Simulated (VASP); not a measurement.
Given:

```xyz
4
Lattice="-1.8533 1.8533 6.2745 1.8533 -1.8533 6.2745 1.8533 1.8533 -6.2745" Properties=species:S:1:pos:R:3 pbc="T T T"
Nb     0.0000     0.0000     9.4118
Nb     0.0000     1.8533     0.0000
Te     0.0000     0.0000     2.0831
Te     0.0000     1.8533     5.2204
```

Level of theory: PBE GGA, VASP's PBE PAW potentials (set 64) (plane waves; VASP). Run with 475 eV cut-off, 8×8×8 Γ-centred mesh, Gaussian smearing of 0.050 eV, potentials Nb_sv Te.

### Question
Which forces act on the atoms, in eV/Å?

### Answer

```tsv
atom	Fx	Fy	Fz
Nb1	0.000	0.000	-0.309
Nb2	0.000	0.000	-0.309
Te3	0.000	0.000	0.309
Te4	0.000	0.000	0.309
```

### Question
Give the stress tensor in GPa (positive for a compressed cell).

### Answer

```
0.68  0.00  0.00
0.00  0.68  0.00
0.00  0.00  2.56
```
The pressure is its mean diagonal, 1.31 GPa.

The structure was generated: NbTe was put into the NbAs type (I4_1md), which need not be its known phase. The cell was not relaxed at this level. The run is one of a series of settings (ENCUT = 475 against the base run), some of them coarse on purpose.
